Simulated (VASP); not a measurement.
The input files of a VASP run:

File KPOINTS:
```
Automatic mesh
0
Gamma
4 4 4
0 0 0
```

POSCAR:
```
Mg2VN3
1
    4.9249861570    -2.8924261289     0.0000000000
    4.9249861570     2.8924261289     0.0000000000
    0.0000000000     0.0000000000     5.0281390391
Mg V N
4 2 6
Direct
  0.3308354450   0.9991026931   0.5236116870
  0.6691645550   0.0008973069   0.0236116870
  0.0008973069   0.6691645550   0.5236116870
  0.9991026931   0.3308354450   0.0236116870
  0.6634585929   0.3365414071   0.5177254873
  0.3365414071   0.6634585929   0.0177254873
  0.3323507302   0.9648240623   0.1052927951
  0.6676492698   0.0351759377   0.6052927951
  0.0351759377   0.6676492698   0.1052927951
  0.9648240623   0.3323507302   0.6052927951
  0.6358467630   0.3641532370   0.1524455484
  0.3641532370   0.6358467630   0.6524455484
```

INCAR:
```
ALGO = Normal
EDIFF = 1E-6
EDIFFG = -0.02
ENCUT = 520
GGA = PS
IBRION = 2
ISIF = 3
ISMEAR = 0
LASPH = .TRUE.
LCHARG = .FALSE.
LMAXMIX = 4
LREAL = .FALSE.
LWAVE = .FALSE.
NELM = 100
NSW = 60
PREC = Accurate
SIGMA = 0.05
SYSTEM = Mg2VN3
```

POTCAR, in this order: Mg V_sv N (PBE.64 set). Program: vasp_std.

Write an equivalent input for Quantum ESPRESSO's pw.x.

One equivalent input (not run):
```
&CONTROL
  calculation = 'vc-relax'
  pseudo_dir = './pseudo'
  outdir = './out'
  tprnfor = .true.
  tstress = .true.
  nstep = 60
  forc_conv_thr = 0.00078
/
&SYSTEM
  ibrav = 0
  nat = 12
  ntyp = 3
  ecutwfc = 84
  occupations = 'smearing'
  smearing = 'gaussian'
  degauss = 0.003675
  input_dft = 'pbesol'
/
&ELECTRONS
  conv_thr = 7.3e-08
  electron_maxstep = 100
/
&IONS
/
&CELL
/
ATOMIC_SPECIES
  Mg 24.305 Mg.upf
  V 50.941 V.upf
  N 14.007 N.upf
CELL_PARAMETERS angstrom
     4.9249862   -2.8924261    0.0000000
     4.9249862    2.8924261    0.0000000
     0.0000000    0.0000000    5.0281390
ATOMIC_POSITIONS crystal
  Mg   0.3308354  0.9991027  0.5236117
  Mg   0.6691646  0.0008973  0.0236117
  Mg   0.0008973  0.6691646  0.5236117
  Mg   0.9991027  0.3308354  0.0236117
  V    0.6634586  0.3365414  0.5177255
  V    0.3365414  0.6634586  0.0177255
  N    0.3323507  0.9648241  0.1052928
  N    0.6676493  0.0351759  0.6052928
  N    0.0351759  0.6676493  0.1052928
  N    0.9648241  0.3323507  0.6052928
  N    0.6358468  0.3641532  0.1524455
  N    0.3641532  0.6358468  0.6524455
K_POINTS automatic
  4 4 4 0 0 0
```
What does not carry over: the potentials are each code's own (VASP's PAW set, PseudoDojo norm-conserving files in pw.x), so ENCUT and ecutwfc are chosen apart and not converted; conv_thr bounds pw.x's estimated SCF error, while EDIFF bounds the energy change between steps; forc_conv_thr acts on force components and is met together with etot_conv_thr.

The structure comes from a computed database's Mg2VN3 entry (Cmc2_1); how it stands against other phases isn't given here. This run relaxes it. Symmetry was kept, so distortions that lower it aren't found. The start is the result of an earlier pass.
